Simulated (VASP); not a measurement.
The system is Pt.

```
Pt
1.0
     0.00000    1.96090    1.96090
     1.96090    0.00000    1.96090
     1.96090    1.96090    0.00000
Pt
1
Direct
  0.00000 0.00000 0.00000
```

Base run:

- Program: VASP 6.6.1
- Functional: PBE
- Potentials or basis: VASP PAW PBE potentials, release 64 (Pt)
- Cutoff: 300 eV
- k mesh: 14 × 14 × 14
- Occupations: gaussian, width 0.1 eV
- Spin: no spin polarisation

Its results: band gap on the k mesh none (metal or under the smearing width); pressure 8.7 GPa.

Problem. The run is repeated on the same cell with these changes: cutoff from 300 eV to 600 eV. What comes out?

Solution. Band gap on the k mesh none (metal or under the smearing width); pressure 9.5 GPa.

Not every run made on this cell is shown here.
